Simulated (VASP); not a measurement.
Consider the following.

```
Sc
1.0
   -2.88790     2.88790     1.57567
    2.88790    -2.88790     1.57567
    2.88790     2.88790    -1.57567
Sc
2
Direct
  0.75000   0.25000   0.50000
  0.00000   0.00000   0.00000
```

The numbers are results of PBEsol GGA, VASP's PBE PAW potentials (set 64) (plane waves; VASP), not measurements. Numerical set-up: 400 eV cut-off, 12×12×12 Γ-centred mesh, first-order Methfessel-Paxton smearing of 0.10 eV, potentials Sc_sv.

Energy and stress use the plane-wave basis of the starting cell.

The ions, cell shape and volume are relaxed. Which structure does the run end with?

```
Sc
1.0
   -2.76848     2.76848     1.53584
    2.76848    -2.76848     1.53584
    2.76848     2.76848    -1.53584
Sc
2
Direct
  0.75000   0.25000   0.50000
  0.00000   0.00000   0.00000
```
Space group I4_1/amd (141), at a tolerance of 0.03 Å.

How do energy and volume change from the first to the last step?

The energy (σ→0) changes by -40.7 meV/atom and the volume by -10.4 %, in 5 ionic steps.

The structure was generated: Sc was put into the beta-Sn type (I4_1/amd), which need not be its known phase. This run relaxes it. Symmetry was kept, so distortions that lower it aren't found.
